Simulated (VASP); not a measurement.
Here is the system:

```
CELL_PARAMETERS angstrom
      1.36913    -2.37140     0.00000
      1.36913     2.37140     0.00000
      0.00000     0.00000     4.43232
ATOMIC_POSITIONS crystal
  Re 0.33333 0.66667 0.25000
  Re 0.66667 0.33333 0.75000
```

The numbers are results of LDA (Ceperley-Alder, Perdew-Zunger), VASP's LDA PAW potentials (set 64) (plane waves; VASP), not measurements. Run with 500 eV cut-off, 15×15×8 Γ-centred mesh, first-order Methfessel-Paxton smearing of 0.10 eV, potentials Re.

Task: The ions, cell shape and volume at an external pressure of 5.0 GPa are relaxed. Give the cell that the relaxation ends in.

Result: 
```
CELL_PARAMETERS angstrom
      1.36391    -2.36236     0.00000
      1.36391     2.36236     0.00000
      0.00000     0.00000     4.41540
ATOMIC_POSITIONS crystal
  Re 0.33333 0.66667 0.25000
  Re 0.66667 0.33333 0.75000
```
Space group P6_3/mmc (194), at a tolerance of 0.03 Å.

Task: How do energy and volume change from the first to the last step?

Result: The energy (σ→0) changes by +2.5 meV/atom and the volume by -1.1 %, in 3 ionic steps.

The compound is Re in the hcp structure. This run relaxes it under an external pressure of 5 GPa. Symmetry was kept, so distortions that lower it aren't found.
